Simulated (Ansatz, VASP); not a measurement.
## Ge (Germanium): VASP beside Ansatz

Wanted: the spread between two codes on one cell, functional and k mesh. The cell is taken from a series of runs on this material, whose earlier steps may have relaxed, scaled, displaced or heated it; both programs get it as it stands.

Program: Ansatz 0.2.0. Level of theory: plane waves, with VASP 6.6.1 beside it; zone-centre phonons at PBEsol. Results are calculated unless marked as measured.

### Step 1. The structure

Symmetry: Fd-3m, No. 227, cubic system. Conventional cell: a = 5.713 Å, b = 5.713 Å, c = 5.713 Å, α = 90.00°, β = 90.00°, γ = 90.00°. Nearest to Ge lie 4 Ge at 2.47 Å.

### Step 2. Ansatz: zone-centre phonons, PBEsol

Ansatz runs on its PAW soft_1 files.

Second derivatives magnify differences that forces hide, and they need a tight electronic threshold.

Contents of input.yaml:

```yaml
crystal:
  lattice:
    - [0.0, 2.8566573173, 2.8566573173]
    - [2.8566573173, 0.0, 2.8566573173]
    - [2.8566573173, 2.8566573173, 0.0]
  atoms:
    - { symbol: Ge, position: [0.5, 0.5, 0.5] }
    - { symbol: Ge, position: [0.75, 0.75, 0.75] }
kpoints:
  mp_grid: { grid: [16, 16, 16] }
hamiltonian:
  xc: pbesol
  pseudopotentials: { kind: paw, azcp: { folder: soft_1 }, xc_functional: pbe }
scf:
  occupations: { method: methfessel_paxton, width: 0.2 }
output:
  eigenvalues: true
phonons:
  method: dfpt
```

On the command line:

```console
$ ansatz run input.yaml --threads 4 --pin off --max-ram 10240MiB --backend cpu --events-out ev --progress --plain --runs-dir out
```

Numbers of over 12 decimals in the logs are rounded to 6 here.

What it wrote:

```text
zone centre: on kpoints.mp_grid the ground state, and the responses unless they are solved on pairs of k-points, stand on 349 of the mesh's 4096 k-points, reduced under 8 symmetry operations, with k and −k counted as one. Each operation leaves every solved displacement unchanged or reverses it
Engine: ansatz 0.2.0, x86_64-unknown-linux-gnu
Pseudopotentials: kind: paw
Pseudopotential: Ge, paw, valence charge 14, recommended cutoff 420 eV (normal), soft_1/Ge.paw.azcp
Functional definition: PBEsol
  exchange = pbesol_x
  correlation = pbesol_c
Crystal: 2 atoms, lattice volume = 46.623 Å³
Basis set: ecut = 420 eV, 941 PW (Γ), exchange–correlation on 64×64×64 points (8 copies of the dense FFT grid, shifted against one another)
Bands: 18, of which v1, the nominal top of the filled ones, is band 14 counted from 1 (13 counted from 0)
Symmetry: 48 space group operations
k-points: 349 of 4096 (irreducible under 8 space group operations, time reversal used)
Non-local potential: Ge, projectors of the file, l = 0: 2, l = 1: 2, l = 2: 3, l = 3: 1
PAW form: soft (Blöchl's): semilocal exchange-correlation on the pseudo side does not see the compensation charge
PAW frozen core: Ge, regenerated for the run's functional, and the local potential with it (the file was generated under x = pbe(κ = 0.804, μ = 0.219515), c = pbe(β = 0.066725))
PAW one-centre angular grid: Ge, 590 points (default); XC on 64 Gauss nodes
Initial density: superposition of atomic densities (chi_scale 0.1, normalization cell)
Initial wavefunctions: pseudopotential atomic-orbital guess
Functional: x = pbesol(κ = 0.804, μ = 0.123457), c = pbesol(β = 0.046)
SCF iter   1: F=—  HF=-8507.070195 eV  |F-HF|=—  |Δ(HF+E_count)|=         —  Δρ=3.40e-2  dr2=4.28e-1  ethr=3.10e-3  ⟨swp⟩=5.1  Hψ=28016  notcnv=0
preconditioner: auto → Kerker (q_TF=auto, 2.506 Å⁻¹)  [metal: Δε(μ)=0.117 eV  Ē_g=23.158 eV  σ=0.200 eV  W_gap=0.46  n_scr=14 (ndim 8)  ℏωp=28.8 eV  f_vac=0.000  D(μ)=0.05/eV (n_scr^D=0)]
SCF iter   2: F=—  HF=-8507.044588 eV  |F-HF|=—  |Δ(HF+E_count)|=   2.56e-2  S|Δr|=    0.00e0  Δρ=2.22e-2  dr2=2.14e-1  ethr=1.53e-3  ⟨swp⟩=1.0  Hψ=9074  notcnv=0
SCF iter   3: F=—  HF=-8507.002877 eV  |F-HF|=—  |Δ(HF+E_count)|=   4.17e-2  S|Δr|=    0.00e0  Δρ=3.69e-3  dr2=1.17e-2  ethr=7.64e-4  ⟨swp⟩=1.1  Hψ=6306  notcnv=0
SCF iter   4: F=—  HF=-8507.002576 eV  |F-HF|=—  |Δ(HF+E_count)|=   3.01e-4  S|Δr|=    0.00e0  Δρ=2.52e-3  dr2=4.27e-3  ethr=4.18e-5  ⟨swp⟩=2.0  Hψ=10909  notcnv=0
SCF iter   5: F=—  HF=-8507.003448 eV  |F-HF|=—  |Δ(HF+E_count)|=   8.71e-4  S|Δr|=    0.00e0  Δρ=5.90e-4  dr2=1.90e-4  ethr=1.52e-5  ⟨swp⟩=2.0  Hψ=11171  notcnv=0
SCF iter   6: F=—  HF=-8507.003592 eV  |F-HF|=—  |Δ(HF+E_count)|=   1.44e-4  S|Δr|=    0.00e0  Δρ=1.14e-4  dr2=4.46e-6  ethr=6.80e-7  ⟨swp⟩=2.0  Hψ=11186  notcnv=0
SCF iter   7: F=—  HF=-8507.003607 eV  |F-HF|=—  |Δ(HF+E_count)|=   1.54e-5  S|Δr|=    0.00e0  Δρ=2.35e-5  dr2=1.75e-7  ethr=1.59e-8  ⟨swp⟩=2.0  Hψ=11186  notcnv=0
SCF iter   8: F=—  HF=-8507.003607 eV  |F-HF|=—  |Δ(HF+E_count)|=   4.09e-7  S|Δr|=    0.00e0  Δρ=3.53e-6  dr2=3.94e-9  ethr=6.25e-10  ⟨swp⟩=2.0  Hψ=11187  notcnv=0
SCF iter   9: F=—  HF=-8507.003607 eV  |F-HF|=—  |Δ(HF+E_count)|=   1.84e-8  S|Δr|=    0.00e0  Δρ=7.41e-7  dr2=1.78e-10  ethr=1.41e-11  ⟨swp⟩=2.8  Hψ=10457  notcnv=0
SCF iter  10: F=-8507.003607 eV  HF=-8507.003607 eV  |F-HF|=5.46e-12  |Δ(HF+E_count)|=  8.20e-10  S|Δr|=    0.00e0  Δρ=1.11e-7  dr2=4.14e-12  ethr=1.00e-12  ⟨swp⟩=4.0  Hψ=29197  notcnv=0
SCF 1 converged in 10 iterations: F = -8507.003607 eV  dr2 = 4.14e-12
  greatest PAW one-centre occupation: 0.998 electrons in one spin orbital (limit 2), on the Ge atom at site 1 (counted from 0), in its partial waves of l = 2
DFPT response loops at Γ: preconditioner auto → Kerker (q_TF=auto, 2.506 Å⁻¹) (partly filled bands, converged f_vac=0.067); β = 1.00, the filter's whole step (`scf.mixing.beta` (0.50) is not read by the response loops under this deck's `scf.mixing.preconditioner`; to damp them name `kerker` or `kerker_dos`, under which they read `scf.mixing.beta`, and type it under 1.00, their step now; both keys bind the ground state too); Broyden in place of MSR1
SCF converged after 10 iterations
Stability not checked: this state was not tested for a lower state beside it, because cold or Methfessel-Paxton smearing, or corrected tetrahedra, fill the levels in a way that the test cannot read (fill_not_monotonic; see scf.lower_state_search)
Free energy (F): -8507.003607 eV
Harris-Foulkes:  -8507.003607 eV  (|F-HF|=5.46e-12)
Internal energy: -8507.003661 eV  (E = F + TS)
E sigma→0 (E₀):  -8507.003620 eV
Entropy (-TS):   0.000054 eV (0.027 meV/atom)
Fermi energy:    8.024464 eV
Step filling:    the computed levels leave a gap of 0.0000 eV = 0.0 smearing widths at the electron count; against every level under it full and every level over it empty, smearing changes F+E_penalty+E_count by +0.030 meV and its σ→0 estimate by +0.016 meV
--- Per-component energies (eV) ---
  E_band       = -313.013330
  E_kinetic    = 185.051400
  E_local      = -4546.058605  (includes V_loc(G=0)·N_el)
  E_nonlocal   = 438.436620
  E_hartree    = 2161.141046
  E_xc         = -141.880880
  E_vxc        = -129.910455  (∫ρ·V_xc dr)
  E_paw        = -3944.495139  (= ΣΔE_a)
  E_vpaw       = -582.814453  (= ΣTr[D̂ρ^β])
  E_aug_tail   = 0.000021  (compensation charges beyond the density's cutoff)
  E_ewald      = -2661.033999
  E_core_change = 1.835876  (= ΣΔE_core)
  E_smearing   = 0.000054  (= −TS)
  E_closure    = 0.000000  (closes the sum)
  Σ components = -8507.003607   (vs F -8507.003607, Δ=0.00e0)
--- Band table (eV; the first three rows and the last of 349) ---
  k-point 0: bands = [... 10 lower, -4.5447, 7.7487, 8.0274, 8.0274, 8.0274, 10.5410, 10.5410, 10.5410]
  k-point 1: bands = [... 10 lower, -4.4981, 6.7840, 7.9326, 7.9326, 8.6826, 10.6676, 10.6676, 10.7246]
  k-point 2: bands = [... 10 lower, -4.3594, 5.6091, 7.7035, 7.7035, 8.8966, 10.9754, 10.9754, 11.3841]
  k-point 348: bands = [... 10 lower, -0.6724, -0.6724, 4.2287, 4.2287, 12.1919, 12.1919, 12.6412, 12.6412]
--- Phonons (Γ-DFPT): 1 representative perturbation + reference, on 349 of 4096 k-points (Σ response iterations 3) ---
  k mesh reduced under 8 symmetry operations, with k and −k counted as one. Each operation leaves every solved displacement unchanged or reverses it
  ASR residual: 2.289e-5 → 0.000e0 eV/Å²; symmetrization residual: 1.638e-12 eV/Å²
  ASR residual per site (eV/Å²): 2.29e-5 2.29e-5
  Γ frequencies (cm⁻¹): 0.00 0.00 0.00 276.06 276.06 276.06
  non-analytic LO–TO correction: not included (Born effective charges unavailable; polar crystals: no LO–TO splitting at Γ)
```

Reading the cycles: dr2 is the Hartree energy of the density residual (eV), the measure of convergence; HF is the Harris–Foulkes estimate of the energy, which meets the free energy F at convergence.

### Step 3. VASP: zone-centre phonons, PBEsol

The same cell, functional, mesh and smearing now go to VASP, with its own data sets.

Lines of VASP's logs that name or quote its potential files are left out, and so is its time.

Contents of INCAR:

```
SYSTEM = Ge
PREC = Accurate
ENCUT = 500
EDIFF = 1E-08
NELM = 120
ISMEAR = 1
SIGMA = 0.2
LREAL = .FALSE.
ALGO = Normal
GGA = PS
NBANDS = 20
LORBIT = 11
LWAVE = .FALSE.
LCHARG = .FALSE.
ISIF = 2
IBRION = 8
LASPH = .TRUE.
GGA_COMPAT = .FALSE.
KPAR = 2
```

Contents of POSCAR:

```
Ge
1.0
    0.0000000000      2.8566573173      2.8566573173
    2.8566573173      0.0000000000      2.8566573173
    2.8566573173      2.8566573173      0.0000000000
Ge
2
Direct
    0.5000000000      0.5000000000      0.5000000000
    0.7500000000      0.7500000000      0.7500000000
```

Contents of KPOINTS:

```
Automatic mesh
0
Gamma
16 16 16
0 0 0
```

The projector-augmented-wave data sets are Ge_d (PBE family, release 64).

On the command line:

```console
$ mpirun -np 2 vasp_std
```

What it wrote:

```text
[banner, memory and clock lines left out]
running    2 mpi-ranks, on    1 nodes
 distrk:  each k-point on    1 cores,    2 groups
 distr:  one band on    1 cores,    1 groups

 POSCAR found type information on POSCAR Ge
 POSCAR found :  1 types and       2 ions
|                                                                             |
|               ----> ADVICE to this user running VASP <----                  |
|                                                                             |
|     You enforced a specific xc type in the INCAR file but a different       |
|     [... a line on the potential file left out ...]
|     I HOPE YOU KNOW WHAT YOU ARE DOING!                                     |
|                                                                             |

 LDA part: xc-table for (Slater+PW92), standard interpolation
 POSCAR, INCAR and KPOINTS ok, starting setup
 FFT: planning ... GRIDC
 FFT: planning ... GRID_SOFT
 FFT: planning ... GRID
 WAVECAR not read
 entering main loop
       N       E                     dE             d eps       ncg     rms          rms(c)
DAV:   1     0.182743696164E+03    0.18274E+03   -0.14676E+04  6220   0.370E+03
DAV:   2     0.158512831224E+02   -0.16689E+03   -0.16256E+03  5812   0.588E+02
DAV:   3    -0.918626621244E+01   -0.25038E+02   -0.24869E+02  6584   0.145E+02
DAV:   4    -0.999652105716E+01   -0.81025E+00   -0.80962E+00  6516   0.307E+01
DAV:   5    -0.100100147522E+02   -0.13494E-01   -0.13493E-01  6548   0.433E+00    0.313E+00
DAV:   6    -0.991506003969E+01    0.94955E-01   -0.35024E-02  7692   0.240E+00    0.178E+00
DAV:   7    -0.986950164824E+01    0.45558E-01   -0.56326E-02  6256   0.251E+00    0.154E-01
DAV:   8    -0.987045130438E+01   -0.94966E-03   -0.66595E-03  6456   0.120E+00    0.504E-02
DAV:   9    -0.987055922401E+01   -0.10792E-03   -0.24260E-04  6624   0.224E-01    0.113E-02
DAV:  10    -0.987057578560E+01   -0.16562E-04   -0.22575E-05  7276   0.396E-02    0.536E-03
DAV:  11    -0.987057687310E+01   -0.10875E-05   -0.52267E-06  7868   0.369E-02    0.144E-03
DAV:  12    -0.987057646280E+01    0.41029E-06   -0.93308E-07  7684   0.190E-02    0.276E-04
DAV:  13    -0.987057643598E+01    0.26816E-07   -0.19630E-08  5612   0.140E-03    0.113E-04
DAV:  14    -0.987057641729E+01    0.18694E-07   -0.35361E-09  3884   0.112E-03    0.287E-05
DAV:  15    -0.987057641915E+01   -0.18554E-08   -0.63146E-10  3388   0.371E-04
   1 F= -.98705764E+01 E0= -.98705969E+01  d E =0.615087E-04
 Linear response reoptimize wavefunctions to high precision
DAV:   1    -0.987057642139E+01   -0.22446E-08   -0.18917E-10  3464   0.195E-04
DAV:   2    -0.987057642137E+01    0.19099E-10   -0.58129E-11  3248   0.982E-05
 Linear response DOF=           1
 Linear response progress:
  Degree of freedom:   1/  1
       N       E                     dE             d eps       ncg     rms          rms(c)
RMM:   1    -0.186844257273E+00   -0.18684E+00    0.82292E+00 30385   0.445E+01
RMM:   2    -0.193966743486E+00   -0.71225E-02   -0.12738E-02 40328   0.105E+00    0.718E-02
RMM:   3    -0.193979614111E+00   -0.12871E-04   -0.90270E-04 42519   0.308E-01    0.415E-02
RMM:   4    -0.193877229315E+00    0.10238E-03   -0.59565E-05 45363   0.787E-02    0.447E-03
RMM:   5    -0.193877213646E+00    0.15669E-07   -0.18774E-06 43798   0.175E-02    0.227E-03
RMM:   6    -0.193883119949E+00   -0.59063E-05   -0.30166E-07 44340   0.485E-03    0.297E-04
RMM:   7    -0.193882129936E+00    0.99001E-06   -0.63694E-08 45601   0.155E-03    0.182E-04
RMM:   8    -0.193881016689E+00    0.11132E-05   -0.73118E-08 46113   0.581E-04    0.406E-05
RMM:   9    -0.193880963045E+00    0.53644E-07   -0.49364E-08 46588   0.249E-04    0.188E-05
RMM:  10    -0.193881120089E+00   -0.15704E-06   -0.45840E-08 46773   0.120E-04    0.581E-06
RMM:  11    -0.193881157358E+00   -0.37269E-07   -0.28582E-08 47458   0.729E-05    0.269E-06
RMM:  12    -0.193881176634E+00   -0.19275E-07   -0.19521E-08 45984   0.531E-05    0.167E-06
RMM:  13    -0.193881190856E+00   -0.14223E-07   -0.49599E-09 41074   0.444E-05    0.360E-07
RMM:  14    -0.193881193374E+00   -0.25182E-08   -0.57037E-09 34070   0.399E-05    0.753E-08
 first order change of Fermi-energy   0.73884E-04
 force on displaced ion       1 direction 1 : -10.159  -0.000  -0.000
 Linear response finished
```

OUTCAR, selected parts (step 3):

```text
ion  position               nearest neighbor table
   1  0.500  0.500  0.500-   2 2.47   2 2.47   2 2.47   2 2.47
   2  0.750  0.750  0.750-   1 2.47   1 2.47   1 2.47   1 2.47

  LATTYP: Found a face centered cubic cell.
 ALAT       =     5.7133146346

 Subroutine GETGRP returns: Found 48 space group operations
 (whereof 24 operations were pure point group operations)

The static configuration has the point symmetry T_d .
 The point group associated with its full space group is O_h .

 Found    145 irreducible k-points:

   k-points           NKPTS =    145   k-points in BZ     NKDIM =    145   number of bands    NBANDS=     20

   dimension x,y,z NGX =    30 NGY =   30 NGZ =   30
   dimension x,y,z NGXF=    60 NGYF=   60 NGZF=   60

   ENCUT  =  500.0 eV  36.75 Ry    6.06 a.u.   7.37  7.37  7.37*2*pi/ulx,y,z

   NELECT =      28.0000    total number of electrons

 k-points in reciprocal lattice and weights: Automatic mesh
   0.00000000  0.00000000  0.00000000       0.000
   0.06250000  0.00000000  0.00000000       0.002
   0.12500000  0.00000000  0.00000000       0.002
   0.18750000  0.00000000  0.00000000       0.002
   0.25000000  0.00000000  0.00000000       0.002
   0.31250000  0.00000000  0.00000000       0.002
   0.37500000  0.00000000  0.00000000       0.002
   0.43750000  0.00000000  0.00000000       0.002
   0.50000000  0.00000000  0.00000000       0.001
[...]
-0.31250000  0.50000000  0.18750000       0.003
  -0.25000000  0.50000000  0.25000000       0.001

 average (electrostatic) potential at core
       1 -74.4195       2 -74.4195

  Total       -0.4078285     -0.4078285     -0.4078285      0.0000000      0.0000000     -0.0000000
  in kB      -14.0146975    -14.0146975    -14.0146975      0.0000000      0.0000000     -0.0000000
  external PRESSURE =     -14.0146975 kB  Pullay stress =       0.0000000 kB

  energy-cutoff  :      500.00
  volume of cell :       46.62
      direct lattice vectors                 reciprocal lattice vectors
     0.000000000  2.856657317  2.856657317    -0.175029744  0.175029744  0.175029744
     2.856657317  0.000000000  2.856657317     0.175029744 -0.175029744  0.175029744
     2.856657317  2.856657317  0.000000000     0.175029744  0.175029744 -0.175029744

 POSITION                                       TOTAL-FORCE (eV/Angst)
 -----------------------------------------------------------------------------------
      2.85666      2.85666      2.85666         0.000000     -0.000000     -0.000000
      4.28499      4.28499      4.28499        -0.000000      0.000000      0.000000
 -----------------------------------------------------------------------------------
    total drift:                                0.000000     -0.000000     -0.000000

 Eigenvectors and eigenvalues of the dynamical matrix
 ----------------------------------------------------

   1 f  =    8.269868 THz    51.961113 2PiTHz  275.853106 cm-1    34.201411 meV
             X         Y         Z           dx          dy          dz
      2.856657  2.856657  2.856657     0.000000   -0.707107    0.000000
      4.284986  4.284986  4.284986     0.000000    0.707107    0.000000

   2 f  =    8.269868 THz    51.961113 2PiTHz  275.853106 cm-1    34.201411 meV
             X         Y         Z           dx          dy          dz
      2.856657  2.856657  2.856657    -0.707107    0.000000    0.000000
      4.284986  4.284986  4.284986     0.707107    0.000000    0.000000

   3 f  =    8.269868 THz    51.961113 2PiTHz  275.853106 cm-1    34.201411 meV
             X         Y         Z           dx          dy          dz
      2.856657  2.856657  2.856657     0.000000    0.000000   -0.707107
      4.284986  4.284986  4.284986     0.000000    0.000000    0.707107

   4 f  =    0.000000 THz     0.000000 2PiTHz    0.000000 cm-1     0.000000 meV
             X         Y         Z           dx          dy          dz
      2.856657  2.856657  2.856657     0.707107    0.000000    0.000000
      4.284986  4.284986  4.284986     0.707107    0.000000    0.000000

   5 f  =    0.000000 THz     0.000000 2PiTHz    0.000000 cm-1     0.000000 meV
             X         Y         Z           dx          dy          dz
      2.856657  2.856657  2.856657     0.000000    0.707107    0.000000
      4.284986  4.284986  4.284986     0.000000    0.707107    0.000000

   6 f  =    0.000000 THz     0.000000 2PiTHz    0.000000 cm-1     0.000000 meV
             X         Y         Z           dx          dy          dz
      2.856657  2.856657  2.856657     0.000000    0.000000    0.707107
      4.284986  4.284986  4.284986     0.000000    0.000000    0.707107

 ELASTIC MODULI CONTR FROM IONIC RELAXATION (kBar)
 Direction    XX          YY          ZZ          XY          YZ          ZX
 --------------------------------------------------------------------------------
 XX           0.0000      0.0000      0.0000      0.0000      0.0000      0.0000
 YY           0.0000      0.0000      0.0000      0.0000      0.0000      0.0000
 ZZ           0.0000      0.0000      0.0000      0.0000      0.0000      0.0000
 XY           0.0000      0.0000      0.0000   -181.2013      0.0000      0.0000
 YZ           0.0000      0.0000      0.0000      0.0000   -181.2013      0.0000
 ZX           0.0000      0.0000      0.0000      0.0000      0.0000   -181.2013
 --------------------------------------------------------------------------------
```

### Step 4. Side by side

Known differences besides the potentials themselves: the cutoff is 420 eV in Ansatz and 500 eV in VASP; Ansatz makes its cores anew for this functional, VASP keeps those of its PBE data sets. Total energies have different zeros and are not compared.

Compared:

```
                  quantity  Ansatz   VASP  difference
optical mode 1 to 3 (cm⁻¹)   276.1  275.9     +0.08 %
```

Modes are paired by rising frequency, not by their patterns, so a pair may set unlike modes beside each other; they are those without the splitting of longitudinal modes.

### Step 5. Summary of results

| Item | Value |
| --- | --- |
| r.m.s. difference of the optical zone-centre modes, each program's sorted by frequency (zone-centre phonons, PBEsol) | 0.21 cm⁻¹ |

**Reading.** The r.m.s. difference of the optical zone-centre modes, each program's sorted by frequency is 0.21 cm⁻¹ (zone-centre phonons, PBEsol). Such differences can come from data sets, numerical settings and the points named under the comparisons, not from the functional's error against experiment.

[Lines on the potential files, build, host, timing and source positions are cut from VASP's logs without a mark.]

[Logs are printed without paths, hosts, clocks, repeated set-up lines and the standing remarks that a program may print on its own settings, such as how far it seeks lower states.]

[Hosts, paths, dates, database ids (printed as entryN), source tags and the programs' standing remarks are cut or masked in the printed files.]
